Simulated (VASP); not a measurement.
All values below come from PBE GGA, VASP's PBE PAW potentials (set 64) (plane waves; VASP).

VASP input:

**POSCAR**
```
LaGe2
1
   -1.9003300000     1.9003300000     4.6511390000
    1.9003300000    -1.9003300000     4.6511390000
    1.9003300000     1.9003300000    -4.6511390000
La Ge
1 2
Direct
  0.0000000000   0.0000000000   0.0000000000
  0.3353000000   0.3353000000   0.0000000000
  0.6647000000   0.6647000000   0.0000000000
```

### INCAR
```
SYSTEM = LaGe2
NELM = 100
PREC = Accurate
LREAL = .FALSE.   ! projection in real space or not
LMAXMIX = 6   ! l cut-off of mixed one-centre charges
ALGO = Normal   ! blocked Davidson
GGA = PE
ENCUT = 300   ! plane-wave cut-off (eV)
LCHARG = .FALSE.
SIGMA = 0.05   ! width (eV)
EDIFF = 1E-6   ! SCF stop (eV)
LWAVE = .FALSE.
ISMEAR = -1   ! Fermi-Dirac
ISIF = 2   ! forces and stress, cell fixed
LASPH = .TRUE.
```

File KPOINTS:
```
Automatic
0
Gamma
7 7 7
```

POTCAR, in this order: La Ge_d (PBE.64 set). Program: vasp_std.

Output of the run:

OSZICAR:
```
       N       E                     dE             d eps       ncg     rms          rms(c)
DAV:   1     0.292605157699E+03    0.29261E+03   -0.13298E+04  1903   0.271E+03
DAV:   2     0.406462876571E+02   -0.25196E+03   -0.24879E+03  2343   0.510E+02
DAV:   3    -0.105983588201E+02   -0.51245E+02   -0.50595E+02  2743   0.193E+02
DAV:   4    -0.142343097557E+02   -0.36360E+01   -0.34333E+01  3205   0.447E+01
DAV:   5    -0.144606325405E+02   -0.22632E+00   -0.22159E+00  2857   0.929E+00    0.388E+00
DAV:   6    -0.143061274322E+02    0.15451E+00   -0.90683E-01  3172   0.835E+00    0.211E+00
DAV:   7    -0.142992609636E+02    0.68665E-02   -0.70451E-02  2623   0.194E+00    0.112E+00
DAV:   8    -0.142984279136E+02    0.83305E-03   -0.31587E-02  3075   0.140E+00    0.171E-01
DAV:   9    -0.142988200610E+02   -0.39215E-03   -0.28670E-03  3229   0.449E-01    0.111E-01
DAV:  10    -0.142990444177E+02   -0.22436E-03   -0.68413E-04  3026   0.151E-01    0.329E-02
DAV:  11    -0.142990400265E+02    0.43911E-05   -0.58961E-05  2994   0.636E-02    0.132E-02
DAV:  12    -0.142990405199E+02   -0.49334E-06   -0.12669E-05  2898   0.286E-02    0.360E-03
DAV:  13    -0.142990402020E+02    0.31784E-06   -0.20977E-06  1766   0.148E-02
   1 F= -.14299040E+02 E0= -.14286607E+02  d E =-.248662E-01
```

### OUTCAR
```
------------------------ aborting loop because EDIFF is reached ----------------------------------------
  FORCE on cell =-STRESS in cart. coord.  units (eV):
  Direction    XX          YY          ZZ          XY          YZ          ZX
  --------------------------------------------------------------------------------------
  Total        2.8651037      2.8651037      1.7180998      0.0000000      0.0000000      0.0000000
  in kB       68.3240460     68.3240460     40.9714760      0.0000000      0.0000000      0.0000000
  external PRESSURE =      59.2065226 kB  Pullay stress =       0.0000000 kB
  volume of cell :       67.19
      direct lattice vectors                 reciprocal lattice vectors
    -1.900330000  1.900330000  4.651139000     0.000000000  0.263112196  0.107500550
     1.900330000 -1.900330000  4.651139000     0.263112196  0.000000000  0.107500550
     1.900330000  1.900330000 -4.651139000     0.263112196  0.263112196  0.000000000
 POSITION                                       TOTAL-FORCE (eV/Angst)
 -----------------------------------------------------------------------------------
      0.00000      0.00000      0.00000        -0.000000     -0.000000     -0.000000
      0.00000      0.00000      3.11905         0.000000      0.000000     -0.902014
      0.00000      0.00000      6.18322        -0.000000     -0.000000      0.902014
 -----------------------------------------------------------------------------------
    total drift:                               -0.000000      0.000000     -0.000000
  FREE ENERGIE OF THE ION-ELECTRON SYSTEM (eV)
  ---------------------------------------------------
  free  energy   TOTEN  =       -14.2990402020 eV

  energy  without entropy=      -14.2741740121  energy(sigma->0) =      -14.28660711
```
(Selected blocks of OUTCAR.)

At this cut-off the stress carries a Pulay error, which pulls relaxed volumes low.

The structure was generated: LaGe2 was put into an ordered model structure, which need not be its known phase. The cell was not relaxed at this level. The k-mesh is coarse (spacing up to 0.33 per Å, 2π included), so the numbers may not be converged in it. The electron count is odd and the run is not spin-polarised, which forces a metal.
